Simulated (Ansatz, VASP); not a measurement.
# MgHF in two plane-wave programs, part 2 of 2

Aim: how closely do two programs agree when they are given the same cell, functional and k mesh? The cell is generated by rule, not measured, and may not be a known phase. The cell is taken from a series of runs on this material, whose earlier steps may have relaxed, scaled, displaced or heated it; both programs get it as it stands.

VASP 6.6.1 and Ansatz 0.2.0.

So far: Starting point; VASP: relaxation of cell and atoms, PBEsol.

The structure was built from a prototype and need not be the compound's stable phase.

**3. Ansatz: relaxation of cell and atoms, PBEsol**

Level of this step: Ansatz beside VASP: Kohn-Sham DFT, plane waves, PBEsol (Ansatz).

Ansatz runs on its default PAW (the set named soft_2) files.

The same cell, functional and mesh now go to Ansatz, which takes its cutoff from its data sets.

input.yaml

```yaml
crystal:
  lattice:
    - [3.2471872179, 0.0, 0.0]
    - [0.0, 3.2471872179, 0.0]
    - [0.0, 0.0, 5.03866005]
  atoms:
    - { symbol: Mg, position: [0.0, 0.5, 0.2243155145] }
    - { symbol: Mg, position: [0.5, 0.0, 0.7756844855] }
    - { symbol: H, position: [0.0, 0.0, 0.0] }
    - { symbol: H, position: [0.5, 0.5, 0.0] }
    - { symbol: F, position: [0.0, 0.5, 0.6169217648] }
    - { symbol: F, position: [0.5, 0.0, 0.3830782352] }
kpoints:
  mp_grid: { grid: [8, 8, 6] }
hamiltonian:
  xc: pbesol
scf:
  occupations: { method: fixed }
output:
  forces: true
  stress: true
  eigenvalues: true
relax:
  adjacent_minimum: "off"
  f_tol: 0.001
  max_steps: 60
  cell: { stress_tol: 0.01 }
```

Launch:

```sh
$ ansatz run input.yaml --threads 8 --pin off --max-ram 14336MiB --backend cpu --events-out ev --progress --plain --runs-dir out
```

Numbers of over 12 decimals in the logs are rounded to 6 here.

What it wrote:

```text
Engine: ansatz 0.2.0, x86_64-unknown-linux-gnu
Pseudopotentials: kind: paw
Pseudopotential: Mg, paw, valence charge 10, recommended cutoff 420 eV (normal), Mg.paw.azcp
Pseudopotential: H, paw, valence charge 1, recommended cutoff 420 eV (normal), H.paw.azcp
Pseudopotential: F, paw, valence charge 7, recommended cutoff 420 eV (normal), F.paw.azcp
Functional definition: PBEsol
  exchange = pbesol_x
  correlation = pbesol_c
Crystal: 6 atoms, lattice volume = 53.129 Å³
Basis set: ecut = 420 eV, 1057 PW (Γ), exchange–correlation on 48×48×72 points (8 copies of the dense FFT grid, shifted against one another)
Bands: 24, of which v1, the nominal top of the filled ones, is band 18 counted from 1 (17 counted from 0)
Symmetry: 16 space group operations
Space group: P4/nmm (ITA 129), of the structure as read, at distance tolerance 3.8e-5 Å
k-points: 60 of 384
Non-local potential: Mg, projectors of the file, l = 0: 3, l = 1: 2, l = 2: 1
Non-local potential: H, projectors of the file, l = 0: 2, l = 1: 1
Non-local potential: F, projectors of the file, l = 0: 2, l = 1: 2, l = 2: 1
PAW form: soft (Blöchl's): semilocal exchange-correlation on the pseudo side does not see the compensation charge
PAW frozen core: Mg, regenerated for the run's functional, and the local potential with it (the file was generated under x = pbe(κ = 0.804, μ = 0.219515), c = pbe(β = 0.066725))
PAW frozen core: F, regenerated for the run's functional, and the local potential with it (the file was generated under x = pbe(κ = 0.804, μ = 0.219515), c = pbe(β = 0.066725))
PAW one-centre angular grid: Mg, 110 points (default); XC on 64 Gauss nodes
PAW one-centre angular grid: H, 110 points (default); XC on 64 Gauss nodes
PAW one-centre angular grid: F, 110 points (default); XC on 64 Gauss nodes
Initial density: superposition of atomic densities (neutral atoms: chi_scale 0, normalization atom), corrected by the library's trained network
Initial wavefunctions: pseudopotential atomic-orbital guess
Functional: x = pbesol(κ = 0.804, μ = 0.123457), c = pbesol(β = 0.046)
SCF iter   1: F=—  HF=-5460.705323 eV  |F-HF|=—  |Δ(HF+E_count)|=         —  Δρ=1.26e-2  dr2=4.57e-2  ethr=1.77e-3  ⟨swp⟩=4.9  Hψ=5745  notcnv=0  defer=234
preconditioner: auto → none  [insulator: Δε(μ)=0.998 eV  Ē_g=12.722 eV  n_scr=16 (ndim 8)  ℏωp=20.4 eV  f_vac=0.000  ε∞_Penn≈3.6]
SCF iter   2: F=—  HF=-5460.693685 eV  |F-HF|=—  |Δ(HF+E_count)|=   1.16e-2  Δρ=5.25e-3  dr2=9.18e-3  ethr=1.27e-4  ⟨swp⟩=2.0  Hψ=2645  notcnv=0  defer=236
SCF iter   3: F=—  HF=-5460.690805 eV  |F-HF|=—  |Δ(HF+E_count)|=   2.88e-3  Δρ=1.30e-3  dr2=3.96e-4  ethr=2.55e-5  ⟨swp⟩=2.1  Hψ=2061  notcnv=0  defer=239
SCF iter   4: F=—  HF=-5460.690748 eV  |F-HF|=—  |Δ(HF+E_count)|=   5.63e-5  Δρ=2.29e-4  dr2=9.03e-6  ethr=1.10e-6  ⟨swp⟩=2.0  Hψ=2427  notcnv=0  defer=239
SCF iter   5: F=—  HF=-5460.690512 eV  |F-HF|=—  |Δ(HF+E_count)|=   2.37e-4  Δρ=3.51e-5  dr2=3.61e-7  ethr=2.51e-8  ⟨swp⟩=2.0  Hψ=2091  notcnv=0  defer=97
SCF iter   6: F=-5460.690511 eV  HF=-5460.690511 eV  |F-HF|=6.87e-9  |Δ(HF+E_count)|=   7.84e-8  Δρ=7.37e-6  dr2=1.09e-8  ethr=2.78e-10  ⟨swp⟩=9.2  Hψ=7427  notcnv=0
SCF 1 converged in 6 iterations: F = -5460.690511 eV  dr2 = 1.09e-8
  greatest PAW one-centre occupation: 1.000 electrons in one spin orbital (limit 2), on the Mg atom at site 1 (counted from 0), in its partial waves of l = 0
relax step   1: F+E_penalty+E_count = -5460.69051150 eV  Δ(F+E_penalty+E_count) = +0.000e0 eV  max|allowed force component| = 2.940e-3 eV/Å  Δτ_max = 0.0000 Å  P = -0.016 GPa  Ω = 53.129 Å³  (6 SCF iters, dr2 threshold 1.00e-7 eV, accepted)
[...]
relax step   5: F+E_penalty+E_count = -5460.69053096 eV  Δ(F+E_penalty+E_count) = -8.713e-7 eV  max|allowed force component| = 1.139e-3 eV/Å  Δτ_max = 0.0001 Å  P = +0.001 GPa  Ω = 53.121 Å³  energy of the carried Pulay correction = +1.644e-7 eV  (4 SCF iters, dr2 threshold 1.54e-9 eV, accepted)
[...]
relax step   6: F+E_penalty+E_count = -5460.69052179 eV  Δ(F+E_penalty+E_count) = +9.172e-6 eV  max|allowed force component| = 2.876e-3 eV/Å  Δτ_max = 0.0002 Å  P = +0.003 GPa  Ω = 53.124 Å³  energy of the carried Pulay correction = -8.769e-6 eV  (5 SCF iters, dr2 threshold 8.11e-11 eV, rejected (line search))
[...]
relax step   7: F+E_penalty+E_count = -5460.69052592 eV  Δ(F+E_penalty+E_count) = +5.049e-6 eV  max|allowed force component| = 4.238e-4 eV/Å  Δτ_max = 0.0001 Å  P = +0.002 GPa  Ω = 53.123 Å³  energy of the carried Pulay correction = -5.128e-6 eV  (6 SCF iters, accepted)
[...]
relax step   8: F+E_penalty+E_count = -5460.69050924 eV  Δ(F+E_penalty+E_count) = +1.668e-5 eV  max|allowed force component| = 4.223e-4 eV/Å  Δτ_max = 0.0000 Å  P = +0.001 GPa  Ω = 53.123 Å³  stress off target by 4.99e-3 GPa  SCF on the basis re-selected at this cell (its energy is not comparable with the rows above)  (6 SCF iters)
basis re-selected at this cell: Δ(F+E_penalty+E_count) = +1.668e-5 eV, ΔP = -0.000 GPa vs the last step (what re-selecting the basis moved, of the pressure what is left beyond the Pulay correction that the steps carried, after the strain that the cell walked since its last selection, with what the two solves' SCF thresholds leave and, on support functions, any second-order correction that the steps lacked; it is no m [...]
SCF converged after 6 iterations
Free energy (F): -5460.690509 eV
Harris-Foulkes:  -5460.690509 eV  (|F-HF|=1.82e-12)
Internal energy: -5460.690509 eV  (E = F + TS)
E sigma→0 (E₀):  -5460.690509 eV
Fermi energy:    7.287067 eV
--- Per-component energies (eV) ---
  E_band       = -733.399269
  E_kinetic    = 597.140704
  E_local      = -4052.029075  (includes V_loc(G=0)·N_el)
  E_nonlocal   = 341.663589
  E_hartree    = 1435.657537
  E_xc         = -235.256332
  E_vxc        = -304.231184  (∫ρ·V_xc dr)
  E_paw        = -951.139704  (= ΣΔE_a)
  E_vpaw       = -187.259962  (= ΣTr[D̂ρ^β])
  E_aug_tail   = 0.001572  (compensation charges beyond the density's cutoff)
  E_ewald      = -2596.931410
  E_core_change = 0.202610  (= ΣΔE_core)
  E_smearing   = -0.000000  (= −TS)
  E_closure    = -0.000000  (closes the sum)
  Σ components = -5460.690509   (vs F -5460.690509, Δ=0.00e0)
--- Forces (eV/Å), atoms counted from 1 ---
  atom   1  Mg     0.00000000     0.00000000     0.00002665
  atom   2  Mg     0.00000000     0.00000000    -0.00002665
  atom   3  H      0.00000000     0.00000000     0.00000000
  atom   4  H      0.00000000     0.00000000     0.00000000
  atom   5  F      0.00000000     0.00000000    -0.00042225
  atom   6  F      0.00000000     0.00000000     0.00042225
  max |Σ_I F_I| component: 5.42e-20 eV/Å
--- Stress (GPa, compression-positive) ---
        0.004684       0.000000       0.000000
        0.000000       0.004684       0.000000
        0.000000       0.000000      -0.004992
  P = ⅓ Tr σ = 0.0015 GPa (0.015 kbar)
--- Band table (eV; the first three rows and the last of 60) ---
  k-point 0: bands = [... 14 lower, 1.8331, 2.5411, 2.5411, 7.1969, 11.0421, 11.6901, 15.0137, 15.0137, ... 2 higher]
  k-point 1: bands = [... 14 lower, 2.0443, 2.5348, 2.5348, 7.2189, 9.8814, 12.9569, 14.9703, 14.9703, ... 2 higher]
  k-point 2: bands = [... 14 lower, 2.5201, 2.5219, 2.5219, 7.2640, 8.7603, 14.4323, 14.8880, 14.8880, ... 2 higher]
  k-point 59: bands = [... 14 lower, 1.6439, 1.6439, 4.5439, 4.5439, 10.6511, 10.6511, 14.7646, 14.7646, ... 2 higher]
--- Relaxed structure (6 steps of the walk, 5 accepted, 2 SCFs on fresh bases) ---
  F+E_penalty+E_count = -5460.69050924 eV   max|allowed force component| = 4.223e-4 eV/Å   (the final SCF, on the basis selected at the relaxed cell)
  cell:  # Å, volume = 53.1228 Å³
    - [3.247148, 0, 0.0]
    - [0, 3.247148, 0.0]
    - [0.0, 0.0, 5.038218]
  atoms:
    - { symbol: Mg, position: [0, 0.5, 0.224333] }
    - { symbol: Mg, position: [0.5, 0, 0.775667] }
    - { symbol: H, position: [0, 0, 0] }
    - { symbol: H, position: [0.5, 0.5, 0] }
    - { symbol: F, position: [0, 0.5, 0.616886] }
    - { symbol: F, position: [0.5, 0, 0.383114] }
```

**4. Comparison**

Known differences besides the potentials themselves: fixed occupations in Ansatz, narrow Gaussian smearing in VASP; the data sets hold 36 valence electrons in Ansatz (on its default PAW (the set named soft_2) files) and 20 in VASP; the cutoff is 420 eV in Ansatz and 600 eV in VASP; Ansatz makes its cores anew for this functional, VASP keeps those of its PBE data sets; Ansatz adds a Pulay correction to the stress that steers its cell, VASP none. Total energies have different zeros and are not compared.

The two programs side by side:

| quantity | Ansatz | VASP | difference |
| --- | --- | --- | --- |
| volume (Å³) | 53.12 | 52.65 | +0.89 % |
| edge a after relaxation, in the typed setting (Å) | 3.247 | 3.234 | +0.40 % |
| edge c after relaxation, in the typed setting (Å) | 5.038 | 5.034 | +0.08 % |

**5. Outcome**

```yaml
difference_in_volume_relaxation_of_cell_and_atoms_pbesol: 0.89 %
```

**Reading.** The difference in volume is 0.89 % (relaxation of cell and atoms, PBEsol), within the 1.2 % picked in this series as the mark of a large difference, as far as the stopping tolerances let one tell. The data sets hold unlike numbers of valence electrons (36 in Ansatz and 20 in VASP), so part of the differences comes from the potentials. 4 further runs of this series are not shown here. How closely two codes agree says nothing of how well the functional describes the real material.

[Lines on the potential files, build, host, timing and source positions are cut from VASP's logs without a mark.]

[Logs are printed without paths, hosts, clocks, repeated set-up lines and the standing remarks that a program may print on its own settings, such as how far it seeks lower states.]

[Hosts, paths, dates, database ids (printed as entryN), source tags and the programs' standing remarks are cut or masked in the printed files.]
